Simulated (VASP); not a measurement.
SnSe2:

```xyz
3
Lattice="3.8366 0.0000 0.0000 -1.9183 3.3226 0.0000 0.0000 0.0000 6.5039" Properties=species:S:1:pos:R:3 pbc="T T T"
Sn    0.0000    0.0000    0.0000
Se    0.0000    2.2150    1.5262
Se    1.9183    1.1075    4.9777
```

The cell is a database's computed one.

- Program: VASP 6.6.1
- Task: relaxation of cell and atoms
- Functional: PBE
- Potentials or basis: VASP PAW PBE potentials, release 64 (Sn_d, Se)
- Cutoff: 600 eV
- k mesh: 10 × 10 × 5
- Occupations: gaussian, width 0.02 eV
- Spin: no spin polarisation

At the start: pressure 3.9 GPa; volume 27.64 Å³/atom.

Q: How do energy, volume and symmetry change on relaxing?

A: Over 21 steps the energy falls by 24.9 meV/atom and the volume is 30.21 Å³/atom (+9.3 %); space group P-3m1 (No. 164, to 0.05 Å).

Step by step:
```
step  energy change (eV)  largest force (eV/Å)  pressure (GPa)  volume (Å³)
   1              0.0000                0.7756            3.91        82.91
   2             -0.0306                0.4483           -2.60        91.27
   3             -0.0706                0.0343           -0.16        87.49
   4             -0.0706                0.0475           -0.09        87.40
   5             -0.0723                0.0109           -0.01        87.20
   6             -0.0727                0.0197            0.05        87.04
   7             -0.0727                0.0182            0.05        87.04
   8             -0.0728                0.0252            0.01        87.15
   9             -0.0729                0.0461           -0.11        87.49
  10             -0.0729                0.0455           -0.11        87.50
  11             -0.0730                0.0439           -0.11        87.54
  12             -0.0731                0.0405           -0.09        87.63
  13             -0.0734                0.0335           -0.07        87.80
  14             -0.0738                0.0194           -0.02        88.15
  15             -0.0743                0.0101            0.09        88.85
  16             -0.0739                0.0742            0.34        90.23
  17             -0.0743                0.0354            0.19        89.35
  18             -0.0744                0.0300            0.16        89.55
  19             -0.0746                0.0141            0.06        90.17
  20             -0.0745                0.0161           -0.12        91.41
  21             -0.0746                0.0039           -0.01        90.62
```

Final structure:
```
Sn Se
1.0
     3.87409    0.00000    0.00000
    -1.93705    3.35506    0.00000
     0.00000    0.00000    6.97204
Sn Se
1 2
Direct
  0.00000 0.00000 0.00000
  0.33333 0.66667 0.22874
  0.66667 0.33333 0.77126
```

Caveat: this functional lacks dispersion, which binds the layers, so the pressure and a relaxed spacing across them are unreliable.
